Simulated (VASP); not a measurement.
An input for Ansatz (written as the equivalent of a VASP run, and not itself run):

Ansatz 0.2 input:
```yaml
crystal:
  lattice:
    - [3.5604568, 0.0000000, 0.0000000]
    - [-1.7802284, 3.0834460, 0.0000000]
    - [0.0000000, 0.0000000, 4.5434065]
  atoms:
    - { symbol: Pt, position: [0.0000000, 1.0000000, 0.0000000] }
    - { symbol: S, position: [0.6666670, 0.3333330, 0.7382257] }
    - { symbol: S, position: [0.3333330, 0.6666670, 0.2617743] }
kpoints:
  mp_grid: { grid: [9, 9, 6] }
hamiltonian:
  xc: lda
  pseudopotentials: { kind: paw }
scf:
  occupations: { method: methfessel_paxton, width: 0.1 }
  max_iter: 100
relax:
  max_steps: 60
  f_tol: 0.02
  cell: {}
output: { forces: true, stress: true, eigenvalues: true }
```

Q: Write the VASP files for the same calculation (LDA).

A: Several could match; the one computed here: 
### INCAR
```
LREAL  =  .FALSE.
SIGMA  =  0.1   ! width (eV)
ALGO  =  Normal   ! blocked Davidson
LMAXMIX  =  6   ! l cut-off of mixed one-centre charges
EDIFF  =  1E-6
ISMEAR  =  1   ! Methfessel-Paxton
IBRION  =  2
SYSTEM  =  PtS2
ISIF  =  3   ! ions, shape and volume
LASPH  =  .TRUE.   ! aspherical one-centre terms
PREC  =  Accurate
NELM  =  100   ! most electronic steps
LCHARG  =  .FALSE.
EDIFFG  =  -0.02   ! ionic stop
NSW  =  60
LWAVE  =  .FALSE.
ENCUT  =  400   ! plane-wave cut-off (eV)
```

### KPOINTS
```
Automatic mesh
0
Gamma
9 9 6
0 0 0
```

File POSCAR:
```
PtS2
1.0
  3.5604567829   0.0000000000   0.0000000000
 -1.7802283915   3.0834460316   0.0000000000
  0.0000000000   0.0000000000   4.5434065351
Pt S
1 2
Cart
 -1.7802283915   3.0834460316   0.0000000000
  1.7802301717   1.0278143161   3.3540593630
 -0.0000017803   2.0556317155   1.1893471721
```

POTCAR, in this order: Pt S (LDA.64 set). Program: vasp_std.

What does not carry over: each code has its own PAW files, so the cut-off isn't converted (ENCUT is set for VASP's; basis.ecutwfc is left out, and Ansatz then takes the one that its files recommend); Ansatz stops its SCF on the density residual and VASP on the energy change (EDIFF); Ansatz's lda is the Perdew-Wang form, while the LDA potentials of VASP carry Perdew-Zunger's.

The structure comes from a computed database's PtS2 entry (P-3m1); how it stands against other phases isn't given here. It was relaxed first, which changed the volume by -18 %. The start is the result of an earlier pass.
